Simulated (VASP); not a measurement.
## MgS: relaxation of cell and atoms with LDA

MgS:

```
Mg S
1.0
     0.00000    2.83000    2.83000
     2.83000    0.00000    2.83000
     2.83000    2.83000    0.00000
Mg S
1 1
Direct
  0.00000 0.00000 0.00000
  0.25000 0.25000 0.25000
```

The cell was built by a generator and needn't be a form met in nature.

```
Program                : VASP 6.6.1
Task                   : relaxation of cell and atoms
Functional             : LDA
Potentials or basis    : VASP PAW LDA potentials, release 64 (Mg, S)
Cutoff                 : 600 eV
k mesh                 : 8 × 8 × 8
Occupations            : gaussian, width 0.02 eV
Spin                   : no spin polarisation
Dipole correction      : no
Further INCAR settings : ALGO = Normal; EDIFF = 1e-07; IBRION = 2; EDIFFG = -0.002; NSW = 100; ISIF = 3
```

The relaxed volume is 21.77 Å³/atom. The relaxed cell is a = 3.949 Å, b = 3.949 Å, c = 3.949 Å, α = 60.00°, β = 60.00°, γ = 60.00°, the space group after relaxing (to 0.05 Å) is F-43m (No. 216) and the energy gained by relaxing is 6.7 meV/atom. The ionic steps are 3. The pressure after relaxing is 0.0 GPa and the band gap on the k mesh is 3.40 eV, direct.

Step by step:
| step | energy change (eV) | largest force (eV/Å) | pressure (GPa) | volume (Å³) |
| --- | --- | --- | --- | --- |
| 1 | 0.0000 | 0.0000 | -2.33 | 45.33 |
| 2 | -0.0129 | 0.0000 | 0.50 | 43.20 |
| 3 | -0.0135 | 0.0000 | 0.00 | 43.54 |

Final structure:
```
CELL_PARAMETERS angstrom
0.00000 2.79220 2.79220
2.79220 0.00000 2.79220
2.79220 2.79220 0.00000
ATOMIC_POSITIONS crystal
Mg 0.00000 0.00000 0.00000
S 0.25000 0.25000 0.25000
```

Levels at points of the mesh, in eV from the valence-band top:
```tsv
k point	band 1	band 2	band 3	band 4	band 5	band 6	band 7	band 8
(0.00, 0.00, 0.00)	-11.38	0.00	0.00	0.00	3.40	7.87	7.87	7.87
(0.50, 0.00, 0.00)	-10.61	-3.36	-0.35	-0.35	5.02	7.52	7.52	8.57
(0.50, 0.50, 0.00)	-10.36	-3.00	-1.11	-1.11	3.62	5.48	11.29	12.34
```

It took 12 s on 1 thread of AMD EPYC 9R45 96-Core Processor (Zen 5), with other jobs on the host, peak memory 0.14 GiB.

A k mesh can miss the band edges. As with any semilocal functional, this LDA gap is likely too small.
